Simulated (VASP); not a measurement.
Here is the system:

```
CELL_PARAMETERS angstrom
      0.00000     2.94449     2.94449
      2.94449     0.00000     2.94449
      2.94449     2.94449     0.00000
ATOMIC_POSITIONS crystal
  Pt 0.00000 0.00000 0.00000
  As 0.25000 0.25000 0.25000
```

Calculation: r2SCAN meta-GGA, VASP's PBE PAW potentials (set 64) (plane waves; VASP). Run with 400 eV cut-off, 10×10×10 Γ-centred mesh, first-order Methfessel-Paxton smearing of 0.10 eV, potentials Pt As.

Energy and stress use the plane-wave basis of the starting cell.

Task: The ions, cell shape and volume are relaxed. Predict the relaxed structure.

Result: 
```
CELL_PARAMETERS angstrom
      0.00000     2.78265     2.78265
      2.78265     0.00000     2.78265
      2.78265     2.78265     0.00000
ATOMIC_POSITIONS crystal
  Pt 0.00000 0.00000 0.00000
  As 0.25000 0.25000 0.25000
```
Space group F-43m (216), at a tolerance of 0.03 Å.

Task: How do energy and volume change from the first to the last step?

Result: The energy (σ→0) changes by -200.5 meV/atom and the volume by -15.6 %, in 7 ionic steps.

The structure was generated: PtAs was put into the zinc blende type (F-43m), which need not be its known phase. This run relaxes it. Symmetry was kept, so distortions that lower it aren't found. The electron count is odd and the run is not spin-polarised, which forces a metal.
